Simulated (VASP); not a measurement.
An input for Quantum ESPRESSO's pw.x (written as the equivalent of a VASP run, and not itself run):

```
&CONTROL
  calculation = 'vc-relax'
  pseudo_dir = './pseudo'
  outdir = './out'
  tprnfor = .true.
  tstress = .true.
  nstep = 30
  forc_conv_thr = 0.00039
/
&SYSTEM
  ibrav = 0
  nat = 2
  ntyp = 1
  ecutwfc = 88
  occupations = 'smearing'
  smearing = 'methfessel-paxton'
  degauss = 0.00735
  input_dft = 'pbe'
  vdw_corr = 'grimme-d3'
  dftd3_version = 3
  dftd3_threebody = .false.
/
&ELECTRONS
  conv_thr = 7.3e-09
  electron_maxstep = 100
/
&IONS
/
&CELL
  cell_dofree = 'shape'
/
ATOMIC_SPECIES
  Be 9.012 Be.upf
CELL_PARAMETERS angstrom
     1.1163007   -1.9334894    0.0000000
     1.1163007    1.9334894    0.0000000
     0.0000000    0.0000000    3.5126979
ATOMIC_POSITIONS crystal
  Be   0.3333330  0.6666670  0.2500000
  Be   0.6666670  0.3333330  0.7500000
K_POINTS automatic
  19 19 10 0 0 0
```

Problem. Write the VASP files for the same calculation (PBE-D3 (zero damping)).

Solution. One answer among several that fit: 
File KPOINTS:
```
K-points
0
gamma
19 19 10
0 0 0
```

### INCAR
```
! general
SYSTEM = Be
PREC   = Accurate
ENCUT  = 520
LREAL  = .False.
LASPH  = .True.

! electronic loop
EDIFF  = 1E-7
NELM   = 100
ALGO   = Normal

! smearing
ISMEAR = 1
SIGMA  = 0.1

! functional
GGA    = PE
IVDW   = 11

! ions
IBRION = 2
NSW    = 30
ISIF   = 4
EDIFFG = -0.01

! output
LWAVE  = .False.
LCHARG = .False.
```

File POSCAR:
```
Be
1
    1.1163007252    -1.9334894110     0.0000000000
    1.1163007252     1.9334894110     0.0000000000
    0.0000000000     0.0000000000     3.5126978976
Be
2
Direct
  0.3333330000   0.6666670000   0.2500000000
  0.6666670000   0.3333330000   0.7500000000
```

POTCAR, in this order: Be (PBE.64 set). Program: vasp_std.

What does not carry over: the potentials are each code's own (VASP's PAW set, PseudoDojo norm-conserving files in pw.x), so ENCUT and ecutwfc are chosen apart and not converted; conv_thr bounds pw.x's estimated SCF error, while EDIFF bounds the energy change between steps; forc_conv_thr acts on force components and is met together with etot_conv_thr.

The compound is Be in the hcp structure. This run relaxes it. Symmetry was kept, so distortions that lower it aren't found.
